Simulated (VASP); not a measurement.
Crystal: Hf2SnS2.

```
Hf Sn S
1.0
     4.32586    0.00000    0.00000
    -2.16293    3.74631    0.00000
     0.00000    0.00000    7.07743
Hf Sn S
2 1 2
Direct
  0.33333 0.66667 0.63310
  0.66667 0.33333 0.36690
  0.00000 0.00000 0.00000
  0.33333 0.66667 0.23820
  0.66667 0.33333 0.76180
```

The cell was built by a generator and needn't be a form met in nature.

The cell isn't the ideal one: species swapped into the CaCd2As2 type (P-3m1, No. 164).

- Program: VASP 6.6.1
- Task: relaxation of cell and atoms
- Functional: PBE
- Potentials or basis: VASP PAW PBE potentials, release 64 (Hf_pv, Sn_d, S)
- Cutoff: 600 eV
- k mesh: 6 × 6 × 4
- Occupations: gaussian, width 0.1 eV
- Spin: no spin polarisation

At the start: pressure -5.5 GPa; volume 22.94 Å³/atom.

Question: Where does the relaxation end?

Answer: Over 42 steps the energy falls by 479.0 meV/atom and the volume is 21.87 Å³/atom (-4.7 %); space group P-3m1 (No. 164, to 0.05 Å).

The path:
| step | energy change (eV) | largest force (eV/Å) | pressure (GPa) | volume (Å³) |
| --- | --- | --- | --- | --- |
| 1 | 0.0000 | 2.5657 | -5.47 | 114.70 |
| 3 | -0.6498 | 1.4777 | 5.88 | 101.98 |
| 5 | -1.4750 | 1.8420 | 2.59 | 108.97 |
| 7 | -1.8527 | 0.5494 | -3.45 | 115.84 |
| 9 | -1.9365 | 0.4006 | 0.30 | 111.67 |
| 11 | -1.9537 | 0.2152 | 0.75 | 111.57 |
| 13 | -1.9609 | 0.2128 | -0.60 | 113.38 |
| 15 | -1.9801 | 0.1528 | -0.65 | 113.70 |
| 17 | -2.0053 | 0.3563 | 1.37 | 111.09 |
| 19 | -2.0226 | 0.9270 | 4.75 | 107.18 |
| 21 | -2.0302 | 0.9880 | 5.10 | 106.73 |
| 23 | -2.0530 | 1.2120 | 6.45 | 104.95 |
| 25 | -2.0576 | 1.2858 | 7.05 | 104.32 |
| 27 | -2.1508 | 0.8474 | 6.30 | 103.99 |
| 29 | -2.1934 | 0.7931 | 5.24 | 104.59 |
| 31 | -2.3519 | 0.1792 | -1.16 | 110.83 |
| 33 | -2.3766 | 0.0870 | -0.25 | 109.74 |
| 35 | -2.3836 | 0.1364 | 0.69 | 108.77 |
| 37 | -2.3904 | 0.1310 | -0.61 | 110.18 |
| 39 | -2.3928 | 0.1145 | -0.25 | 109.72 |
| 41 | -2.3946 | 0.0664 | 0.16 | 109.18 |
| 42 | -2.3951 | 0.0262 | -0.06 | 109.36 |

Final structure:
```yaml
crystal:
  lattice:
    - [4.12163, 0.00000, 0.00000]
    - [-2.06082, 3.56944, 0.00000]
    - [0.00000, 0.00000, 7.43340]
  atoms:
    - { symbol: Hf, position: [0.33333, 0.66667, 0.74850] }
    - { symbol: Hf, position: [0.66667, 0.33333, 0.25150] }
    - { symbol: Sn, position: [0.00000, 0.00000, 0.00000] }
    - { symbol: S, position: [0.33333, 0.66667, 0.37648] }
    - { symbol: S, position: [0.66667, 0.33333, 0.62352] }
```
